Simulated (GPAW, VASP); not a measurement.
An input for GPAW (PBEsol, GPAW PAW datasets PBEsol (made by gpaw-setup)):

```
from ase import Atoms
from ase.units import GPa
from gpaw import GPAW

atoms = Atoms(['Hg', 'Hg', 'Hg', 'Te', 'Te', 'Te'],
              cell=[[4.582728, 0.000000, 0.000000],
                    [-2.291364, 3.968759, 0.000000],
                    [0.000000, 0.000000, 10.228982]],
              positions=[[1.600754, 2.699657, -0.010086],
                         [1.410898, -0.058309, 6.822332],
                         [-0.787051, 1.225505, 3.455279],
                         [1.239633, 2.089067, 5.079641],
                         [2.159283, 0.046359, 1.675702],
                         [-1.040790, 1.935234, 8.549598]],
              pbc=True)

calc = GPAW(mode={'name': 'pw', 'ecut': 550},
            xc='PBEsol',
            kpts={'size': (5, 5, 2), 'gamma': True},
            occupations={'name': 'fermi-dirac', 'width': 0.01},
            nbands=-4,
            convergence={'bands': -2},
            symmetry={'symmorphic': False, 'tolerance': 0.0005},
            maxiter=100)

atoms.calc = calc

energy = atoms.get_potential_energy()
print('Energy (eV):', round(energy, 6))
forces = atoms.get_forces()
print('Forces (eV/Ang):')
print(forces.round(5))
stress = atoms.get_stress()
print('Stress (GPa, Voigt):', (stress / GPa).round(4))
```

**Question.** Write the VASP files for the same calculation.

**Answer.** One set of files that does it:

**KPOINTS**
```
kpoints
0
gamma
5 5 2
```

**INCAR**
```
! general
SYSTEM =HgTe
PREC   =Accurate
ENCUT  =300   ! plane-wave cut-off (eV)
LREAL  =.FALSE.
LASPH  =.TRUE.

! electronic loop
EDIFF  =1E-6   ! SCF stop (eV)
NELM   =100   ! most electronic steps
ALGO   =Normal
LMAXMIX=6   ! l cut-off of mixed one-centre charges

! smearing
ISMEAR =-1   ! Fermi-Dirac
SIGMA  =0.01   ! width (eV)

! functional
GGA    =PS

! ions
ISIF   =2

! output
LWAVE  =.FALSE.
LCHARG =.FALSE.
```

File POSCAR:
```
HgTe
4.5827280
  1.0000000000   0.0000000000   0.0000000000
 -0.5000000000   0.8660254329   0.0000000000
  0.0000000000   0.0000000000   2.2320726868
Hg Te
3 3
Cart
  0.3493015000   0.5890938821  -0.0022008237
  0.3078730000  -0.0127236457   1.4887054313
 -0.1717430000   0.2674182614   0.7539785291
  0.2705010000   0.4558567353   1.1084316718
  0.4711785000   0.0101160431   0.3656559155
 -0.2271115000   0.4222887235   1.8656132252
```

POTCAR, in this order: Hg Te (PBE.64 set). Program: vasp_std.

Both inputs were run and reached self-consistency, which says nothing on mesh or cut-off. Potentials, basis and cut-offs are each code's own, so they don't translate, and total energies aren't comparable.

The structure comes from a computed database's HgTe entry; how it stands against other phases isn't given here. The cell was not relaxed at this level, atoms are displaced from their ideal sites, and it may have been scaled.
